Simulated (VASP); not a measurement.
A cell of C (diamond) near equilibrium:

```
C
1.0
    0.00000     1.78159     1.78159
    1.78159     0.00000     1.78159
    1.78159     1.78159     0.00000
C
2
Direct
  0.00000   0.00000   0.00000
  0.25000   0.25000   0.25000
```

Computed with r2SCAN meta-GGA, VASP's PBE PAW potentials (set 64) (plane waves; VASP).

```tsv
run	ΔE (meV/atom)	σxx	σyy	σzz	largest shear component, with its sign (GPa)	largest force (eV/Å)	gap (eV)
as it is	0.0	-0.76	-0.76	-0.76	0.00	0.000	4.35
after one change	1.9	6.19	6.19	6.19	0.00	0.000	4.39
```
Stress is in GPa, positive when the cell is compressed; gaps are those on the k-mesh, and 0.00 means metallic.

Question: Which change was made?
(A) isotropic strain of -0.5 %
(B) atom 2 (C) moved by 0.100 Å along y
(C) uniaxial strain of +0.5 % along y
(D) isotropic strain of +0.5 %

Answer: A, isotropic strain of -0.5 %

The compound is C in the diamond structure.
